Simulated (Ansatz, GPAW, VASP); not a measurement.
I (Cmce, 4 atoms in the cell) computed with different codes at matched settings

Self-consistent single point.

```
I
1.0
    2.39500    -3.63500     0.00000
    2.39500     3.63500     0.00000
    0.00000     0.00000     9.79000
I
4
Direct
  0.84600   0.84600   0.88300
  0.65400   0.65400   0.38300
  0.34600   0.34600   0.61700
  0.15400   0.15400   0.11700
```

Shared settings, as Ansatz (a quantum-chemistry and plane-wave program) writes them: kpoints.mp_grid.grid = 6 6 3; scf.occupations.method = fermi_dirac; scf.occupations.width = 0.02 eV. Potentials and cutoffs stand in the table.

| code | model | pressure (GPa) | largest force (eV/Å) | gap on the mesh (eV) | cutoff |
|---|---|---|---|---|---|
| Ansatz | PBE, default PAW files | 1.03 | 0.479 | 1.221 | default |
| GPAW | PBE, GPAW PAW datasets PBE (gpaw-data 1.0.1) | 1.25 | 0.594 | 1.207 | 600 eV |
| VASP | PBE, VASP's PBE PAW potentials (set 64) | 1.01 | 0.465 | – | 300 eV |

A dash marks a value that a program does not give, or that is left out as unsure.

No gap is tabulated for VASP: it is not read from that output, or partly filled or unconverged empty levels leave it unsure.

Gaps are read on the mesh.

On Ansatz's run: spin-orbit coupling is off.

The spread over the programs that give each value: pressure within 0.24 GPa; largest force within 0.129 eV/Å; gap on the mesh within 0.014 eV.

Ansatz's pressure is given at a fixed set of plane waves, as the other plane-wave codes print theirs. In the force vectors, GPAW (by 0.116) lies more than 0.08 eV/Å from the median of the plane-wave programs.

On the base mesh (3 3 2) the same programs gave: Ansatz pressure 1.01 GPa, gap on the mesh 1.269 eV; GPAW pressure 1.23 GPa, gap on the mesh 1.255 eV; VASP pressure 0.99 GPa.

VASP's run is marked for a possible Pulay error in its stress at this cutoff; no cutoff test was made.

The starting cell has typed, rounded lattice constants, without a prior relaxation at this level.

Left out of this page: Quantum ESPRESSO, Elk, FLEUR and SIESTA (not drawn, or without a comparable value); ABINIT (with a known weakness of the program); CP2K (on another mesh).

Keys are those of Ansatz 0.2.
